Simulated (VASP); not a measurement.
The input files of a VASP run:

POSCAR:
```
CoGa
1.0
  2.8967447298   0.0000000000   0.0000000000
  0.0000000000   2.8967447298   0.0000000000
  0.0000000000   0.0000000000   2.8967447298
Ga Co
1 1
direct
  0.5000000000   0.5000000000   0.5000000000
  0.0000000000   0.0000000000   0.0000000000
```

**INCAR**
```
! general
SYSTEM   =  CoGa
PREC     =  Accurate
ENCUT    =  520   ! plane-wave cut-off (eV)
LREAL    =  F   ! projection in real space or not
LASPH    =  T   ! aspherical one-centre terms

! electronic loop
EDIFF    =  1E-7
NELM     =  100   ! most electronic steps
ALGO     =  Normal   ! blocked Davidson
LMAXMIX  =  4   ! l cut-off of mixed one-centre charges

! smearing
ISMEAR   =  1   ! Methfessel-Paxton
SIGMA    =  0.1   ! width (eV)

! functional
GGA      =  PS   ! PBEsol

! ions
ISIF     =  2

! output
LWAVE    =  F
LCHARG   =  F
```

### KPOINTS
```
Automatic mesh
0
gamma
 13 13 13
0 0 0
```

POTCAR, in this order: Ga_d Co (PBE.64 set). Program: vasp_std.

Q: Write an equivalent input for Quantum ESPRESSO's pw.x.

A: One equivalent input (not run):
```
&CONTROL
  calculation = 'scf'
  pseudo_dir = './pseudo'
  outdir = './out'
  tprnfor = .true.
  tstress = .true.
/
&SYSTEM
  ibrav = 0
  nat = 2
  ntyp = 2
  ecutwfc = 96
  occupations = 'smearing'
  smearing = 'methfessel-paxton'
  degauss = 0.00735
  input_dft = 'pbesol'
/
&ELECTRONS
  conv_thr = 7.3e-09
  electron_maxstep = 100
/
ATOMIC_SPECIES
  Ga 69.723 Ga.upf
  Co 58.933 Co.upf
CELL_PARAMETERS angstrom
     2.8967447    0.0000000    0.0000000
     0.0000000    2.8967447    0.0000000
     0.0000000    0.0000000    2.8967447
ATOMIC_POSITIONS crystal
  Ga   0.5000000  0.5000000  0.5000000
  Co   0.0000000  0.0000000  0.0000000
K_POINTS automatic
  13 13 13 0 0 0
```
The two are equivalent in intent, not identical: the potentials are each code's own (VASP's PAW set, PseudoDojo norm-conserving files in pw.x), so ENCUT and ecutwfc are chosen apart and not converted; conv_thr bounds pw.x's estimated SCF error, while EDIFF bounds the energy change between steps.

The compound is CoGa in the CsCl type structure. This cell is one point of a volume scan, at 1.06 of the reference volume.
